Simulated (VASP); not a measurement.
# A slab model of Nb(110), part 3 of 3

Aim: model Nb(110) by a slab and find how far its highest filled level lies below the vacuum.

VASP 6.6.1; LDA; plane waves and PAW (Nb_pv).

So far. Step 2 (Potential and states of the slab): The vacuum level lies 4.80 eV above the Fermi level at the upper face; both faces agree, as the slab has next to no dipole. Step 3 (The slab in a field, field -0.05): Energy at zero smearing: -75.57636 eV.

## 4. The slab in a field, field 0.05 (continued)

The planar average of the electrostatic potential oscillates, so the rows of the table below give means over windows of 2.29 Å about each position, cut where the curve ends. Its maxima inside the range that stand out by 2 % of the span (Å: eV): 0.5: 5.12, 10.2: -0.862, 12.5: -0.954, 14.9: -0.933, 17.1: -0.933, 19.5: -0.954, 21.8: -0.862. Its minima: 9.0: -8.46, 11.3: -8.35, 13.7: -8.28, 16.0: -8.30, 18.3: -8.28, 20.7: -8.35, 23.0: -8.46.

Zero at the Fermi level. Planar average of the electrostatic potential against height; means over each step:

height (Å), planar average of the electrostatic potential (eV) and a bar from the least value:
```
     1.15       5.06 ##############################
     3.44       4.97 ##############################
     5.72       4.76 #############################
     8.02      -1.84 #########
    10.30      -4.82 
    12.59      -4.81 
    14.88      -4.80 
    17.18      -4.80 
    19.46      -4.81 
    21.75      -4.82 
    24.04      -1.52 ##########
    26.34       4.65 #############################
    28.62       4.63 #############################
    30.91       4.53 ############################
```

Force by atom:

| atom | x (eV/Å) | y (eV/Å) | z (eV/Å) | size |
| --- | --- | --- | --- | --- |
| Nb1 | 0.000 | 0.000 | 0.681 | 0.681 |
| Nb2 | 0.000 | 0.000 | -0.404 | 0.404 |
| Nb3 | 0.000 | 0.000 | 0.027 | 0.027 |
| Nb4 | 0.000 | 0.000 | 0.000 | 0.000 |
| Nb5 | 0.000 | 0.000 | -0.027 | 0.027 |
| Nb6 | 0.000 | 0.000 | 0.401 | 0.401 |
| Nb7 | 0.000 | 0.000 | -0.679 | 0.679 |

Energy at zero smearing: -75.57636 eV.

## 5. The slab in a field, field 0.1

File INCAR:

```
SYSTEM = Nb
PREC = Normal
ENCUT = 300
EDIFF = 1E-06
NELM = 120
ISMEAR = -1
SIGMA = 0.1
LREAL = .FALSE.
ALGO = Fast
GGA = CA
NBANDS = 47
LASPH = .TRUE.
LORBIT = 11
LWAVE = .FALSE.
LCHARG = .FALSE.
KPAR = 2
IDIPOL = 3
LDIPOL = .TRUE.
DIPOL = 0.5 0.5 0.5
EFIELD = 0.1
LVHAR = .TRUE.
```

File POSCAR:

```
Nb
1.0
    2.3334523779     -1.6500000000      0.0000000000
    2.3334523779      1.6500000000      0.0000000000
    0.0000000000      0.0000000000     32.0007142675
Nb
7
Direct
    0.0000000000      0.0000000000      0.2812437224
    0.5000000000      0.5000000000      0.3541624816
    0.0000000000      0.0000000000      0.4270812408
    0.5000000000      0.5000000000      0.5000000000
    0.0000000000      0.0000000000      0.5729187592
    0.5000000000      0.5000000000      0.6458375184
    0.0000000000      0.0000000000      0.7187562776
```

File KPOINTS:

```
Automatic mesh
0
Gamma
18 18 1
0 0 0
```

PAW data sets: Nb_pv (LDA family, release 64).

On the command line:

```bash
> mpirun -np 2 vasp_std
```

What it wrote:

```text
[... set-up lines as in an earlier step ...]
 entering main loop
       N       E                     dE             d eps       ncg     rms          rms(c)
DAV:   1     0.638737892598E+03    0.63874E+03   -0.33072E+04 10754   0.107E+03
DAV:   2    -0.350336239703E+02   -0.67377E+03   -0.65662E+03  8932   0.490E+02
DAV:   3    -0.802659003553E+02   -0.45232E+02   -0.42123E+02 12440   0.936E+01
DAV:   4    -0.829585260378E+02   -0.26926E+01   -0.25529E+01 11756   0.204E+01
[...]
RMM:  85    -0.773524243662E+02    0.82570E-01   -0.27503E-02 13791   0.281E-01    0.557E+00
RMM:  86    -0.766441152659E+02    0.70831E+00   -0.15633E-01 17011   0.129E+00    0.453E+00
RMM:  87    -0.765730961434E+02    0.71019E-01   -0.75335E-02 15795   0.556E-01    0.449E+00
 hard stop encountered!  aborting job ...
 -----------------------------------------------------------------------------
|                                                                             |
|           W    W    AA    RRRRR   N    N  II  N    N   GGGG   !!!           |
|           W    W   A  A   R    R  NN   N  II  NN   N  G    G  !!!           |
|           W    W  A    A  R    R  N N  N  II  N N  N  G       !!!           |
|           W WW W  AAAAAA  RRRRR   N  N N  II  N  N N  G  GGG   !            |
|           WW  WW  A    A  R   R   N   NN  II  N   NN  G    G                |
|           W    W  A    A  R    R  N    N  II  N    N   GGGG   !!!           |
|                                                                             |
|     The electronic self-consistency was not achieved in the given           |
|     number of steps (NELM). The forces and other quantities evaluated       |
|     might not be reliable so examine the results carefully. If you find     |
|     spurious results, we suggest increasing NELM, if you were close to      |
|     convergence or switching to a different ALGO or adjusting the           |
|     density mixing parameters otherwise.                                    |
|                                                                             |
 -----------------------------------------------------------------------------

 soft stop encountered!  aborting job ...
   1 F= -.76573096E+02 E0= -.76437881E+02  d E =-.270430E+00
 deleting file STOPCAR
```

Elapsed: 17 min, on 2 MPI ranks of AMD EPYC 7R43, shared host; peak memory 0.67 GiB.

The run was stopped at its time limit, so it gives no result of its own.

## 6. Derived quantities

This step: slab, LDA; plane waves and PAW (VASP 6.6.1).

No new run; the numbers come from the runs before.

This step gave:

* polarisability per area of the slab or monolayer: 1.452 Å

VASP counts both for electrons: a positive EFIELD is a field along -c, and a positive dipole, in electrons times A, points along -c. Field, by row:

| EFIELD (eV/Å) | dipole along z (e Å) | energy change (eV) |
| --- | --- | --- |
| -0.05 | -0.03883 | -9.91e-4 |
| 0 | 0 | 0 |
| 0.05 | 0.0388 | -9.90e-4 |

The polarisability is the slope of the dipole against the field, as a volume for each unit of area.

## 7. Slab, other settings

This step: LDA; plane waves and PAW (Nb_pv) (VASP 6.6.1).

The run is repeated with some settings moved, to see what they change.

INCAR: that of step 5 with these lines changed.

```diff
@@ -1,3 +1,3 @@
 SYSTEM = Nb
-PREC = Normal
+PREC = High
 ENCUT = 300
@@ -19,3 +19,3 @@
 DIPOL = 0.5 0.5 0.5
-EFIELD = 0.1
 LVHAR = .TRUE.
+LVACPOTAV = .TRUE.
```

POSCAR is that of step 5.

KPOINTS is that of step 5.

On the command line:

```bash
> mpirun -np 2 vasp_std
```

What it wrote:

```text
[... set-up lines as in an earlier step ...]
 entering main loop
       N       E                     dE             d eps       ncg     rms          rms(c)
DAV:   1     0.639807560896E+03    0.63981E+03   -0.33057E+04 10706   0.107E+03
DAV:   2    -0.345082124349E+02   -0.67432E+03   -0.65742E+03  8954   0.490E+02
DAV:   3    -0.794695141198E+02   -0.44961E+02   -0.41640E+02 12449   0.931E+01
DAV:   4    -0.821244401912E+02   -0.26549E+01   -0.25093E+01 11676   0.201E+01
[...]
RMM:  30    -0.757377335158E+02   -0.13949E-04   -0.11969E-04  8944   0.116E-02    0.499E-03
RMM:  31    -0.757377453190E+02   -0.11803E-04   -0.72614E-05  7684   0.793E-03    0.401E-03
RMM:  32    -0.757377520814E+02   -0.67624E-05   -0.54329E-05  7177   0.657E-03    0.268E-03
 hard stop encountered!  aborting job ...
 [... a notice as in an earlier step ...]

 [... a notice as in an earlier step ...]

 soft stop encountered!  aborting job ...
   1 F= -.75737752E+02 E0= -.75575463E+02  d E =-.324577E+00
 deleting file STOPCAR
```

It took 10 min on 2 MPI ranks; peak memory 0.69 GiB.

The run was stopped at its time limit, so it gives no result of its own.

## 8. What came out

```
work function of the slab                        : 4.80 eV
polarisability per area of the slab or monolayer : 1.45 Å
```

In words: The work function is 4.80 eV at both faces. No atom was relaxed. The cell in the plane was kept as given and was not relaxed here.

[Lines on the potential files, build, host, timing and source positions are cut from VASP's logs without a mark.]

[Logs are printed without paths, hosts, clocks, repeated set-up lines and the standing remarks that a program may print on its own settings, such as how far it seeks lower states.]

[Hosts, paths, dates, database ids (printed as entryN), source tags and the programs' standing remarks are cut or masked in the printed files.]

[In band tables of VASP the shares of atoms and orbitals are scaled to a sum of 1 inside the atoms' spheres.]

[Runs that stopped without an error message from VASP are left out.]
